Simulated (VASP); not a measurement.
Here is the system:

```
CELL_PARAMETERS angstrom
      0.00000     2.20235     2.20235
      2.20235     0.00000     2.20235
      2.20235     2.20235     0.00000
ATOMIC_POSITIONS crystal
  Ga 0.00000 0.00000 0.00000
  N  0.25000 0.25000 0.25000
```

These are r2SCAN+rVV10, VASP's PBE PAW potentials (set 64) (plane waves; VASP) values and carry that method's errors. Numerical set-up: 520 eV cut-off, 10×10×10 Γ-centred mesh, Gaussian smearing of 0.050 eV, potentials Ga_d N.

Estimate the energy per atom (σ→0), pressure, band gap (on the k-mesh) with the smallest direct gap where there is one.

band gap (on the k-mesh): 2.54 eV
smallest direct gap (on the k-mesh): 2.54 eV
energy per atom (σ→0): -10.672 eV/atom
pressure: 139.7 kbar

Total energies compare only between runs with the same potentials, cut-off and functional.

The compound is GaN in the zinc blende structure, a metastable form; wurtzite is the usual one. This cell is one point of a volume scan, at 0.94 of the reference volume.
